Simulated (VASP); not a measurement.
Given:

```
CELL_PARAMETERS angstrom
      0.00000     1.78508     1.78508
      1.78508     0.00000     1.78508
      8.87560     8.87560    -1.73528
ATOMIC_POSITIONS crystal
  Si 0.11712 0.11712 0.91216
  Si 0.13288 0.13288 0.15034
  C  0.89740 0.89740 0.32695
  C  0.17301 0.17301 0.37024
  C  0.98821 0.98821 0.50884
  C  0.26179 0.26179 0.55366
  C  0.07699 0.07699 0.69226
  C  0.35260 0.35260 0.73555
```

Level of theory: PBEsol GGA, VASP's PBE PAW potentials (set 64) (plane waves; VASP). Numerical set-up: 520 eV cut-off, Gaussian smearing of 0.050 eV, potentials Si C.

Problem. Estimate the band gap (along the path) with the smallest direct gap where there is one.

Solution. 
```yaml
band gap (along the path): none (metal, semimetal or under 0.01 eV)
```

The absolute energy has meaning only against runs of the same code, potentials and settings.

The structure was generated: C6Si2 was put into an ordered model structure (R-3m), which need not be its known phase. It was relaxed first, which changed the volume by -5 %.
